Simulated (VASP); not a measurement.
Data:

```
CSi
1.0
    1.48355    -2.56958     0.00000
    1.48355     2.56958     0.00000
    0.00000     0.00000     4.86633
Si C
2 2
Direct
  0.66667   0.33333   0.49963
  0.33333   0.66667   0.99963
  0.66667   0.33333   0.87537
  0.33333   0.66667   0.37537
```

Method: PBEsol GGA, VASP's PBE PAW potentials (set 64) (plane waves; VASP 6.6.1). Run with 620 eV cut-off, 9×9×5 Γ-centred mesh, Gaussian smearing of 0.050 eV, potentials Si C.

Task: Predict the energy per atom (σ→0), pressure, band gap (on the k-mesh) with the smallest direct gap where there is one.

Result: 
- band gap (on the k-mesh): 1.91 eV
- smallest direct gap (on the k-mesh): 4.10 eV
- energy per atom (σ→0): -7.863 eV/atom
- pressure: 30.05 GPa

The compound is SiC in the wurtzite structure, the rare 2H polytype. It was relaxed first under an external pressure of 30 GPa.
